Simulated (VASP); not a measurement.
Here is the system:

```xyz
10
Lattice="6.0288 0.0000 0.0000 0.0000 5.8098 5.8107 0.0000 -5.8098 5.8107" Properties=species:S:1:pos:R:3 pbc="T T T"
Cs     3.0144     0.0000     5.7438
Cs     3.0144     0.0000    11.5845
Pb     0.0000     2.9119     8.6269
Pb     0.0000    -2.9119     8.6269
Br     0.0000    -3.6341     5.7254
Br     0.0000     3.6341     5.7254
Br     3.0144    -2.9429     8.5960
Br     3.0144     2.9429     8.5960
Br     0.0000     0.0000     3.5629
Br     0.0000     0.0000     7.9150
```

The numbers are results of r2SCAN meta-GGA, VASP's PBE PAW potentials (set 64) (plane waves; VASP), not measurements. Settings: 400 eV cut-off, 4×3×3 Γ-centred mesh, tetrahedra with Blöchl corrections, potentials Cs_sv Pb_d Br.

The cores are frozen, which limits the accuracy of field gradients.

Question: Give the principal components of the electric field gradient (V/Å²) and the asymmetry η at each nucleus.

Answer: 
```
atom    Vxx    Vyy    Vzz     η
----  -----  -----  -----  ----
Cs1   -41.5  -12.1   53.6  0.55
Cs2   -41.0  -12.5   53.5  0.53
Pb3   -15.1  -14.9   30.1  0.01
Pb4   -15.1  -14.9   30.1  0.01
Br5   -90.2  -87.8  178.1  0.01
Br6   -90.2  -87.8  178.1  0.01
Br7   -90.6  -90.4  181.0  0.00
Br8   -90.6  -90.4  181.0  0.00
Br9   -89.5  -87.9  177.3  0.01
Br10  -92.5  -86.1  178.6  0.04
```

The structure comes from a computed database's CsPbBr3 entry (Amm2); how it stands against other phases isn't given here. It was relaxed first.
